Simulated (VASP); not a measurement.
## Si: G0W0 quasiparticle levels with PBE

The system is Si.

```
Si
1.0
     0.00000    2.72185    2.72185
     2.72185    0.00000    2.72185
     2.72185    2.72185    0.00000
Si
2
Direct
  0.50000 0.50000 0.50000
  0.75000 0.75000 0.75000
```

```json
{
  "Program": "VASP 6.6.1",
  "Task": "G0W0 quasiparticle levels",
  "Functional": "PBE",
  "Potentials or basis": "VASP PAW PBE potentials, release 64 (Si_GW)",
  "Cutoff": "450 eV",
  "k mesh": "6 × 6 × 6",
  "Occupations": "gaussian, width 0.01 eV",
  "Spin": "no spin polarisation",
  "GW scheme": "G0W0",
  "GW iterations": "1",
  "Cutoff of the response function": "120",
  "Frequency points": "50",
  "Empty bands": "120",
  "Further INCAR settings": "ALGO = EVGW0; EDIFF = 1e-08; NBANDS = 124"
}
```

The band gap on the k mesh, mean-field level is 0.72 eV, indirect (least direct gap 2.56 eV) and the quasiparticle gap is 1.19 eV. The least direct quasiparticle gap is 3.17 eV.

Levels at points of the mesh, in eV from the valence-band top:
| k point | band 1 | band 2 | band 3 | band 4 | band 5 | band 6 | band 7 | band 8 |
| --- | --- | --- | --- | --- | --- | --- | --- | --- |
| (0.00, 0.00, 0.00) | -11.91 | 0.00 | 0.00 | 0.00 | 2.56 | 2.56 | 2.56 | 3.28 |
| (0.50, 0.00, 0.00) | -9.60 | -6.94 | -1.19 | -1.19 | 1.51 | 3.34 | 3.34 | 7.72 |
| (0.50, 0.50, 0.00) | -7.80 | -7.80 | -2.83 | -2.83 | 0.72 | 0.72 | 10.04 | 10.04 |

It took 3.4 min on 1 thread of Intel(R) Xeon(R) 6975P-C (Granite Rapids), on a shared host, peak memory 0.63 GiB.

Caveat: bands, screening cutoff and mesh are small and nothing is extrapolated, so the quasiparticle values aren't converged. A k mesh can miss the band edges.
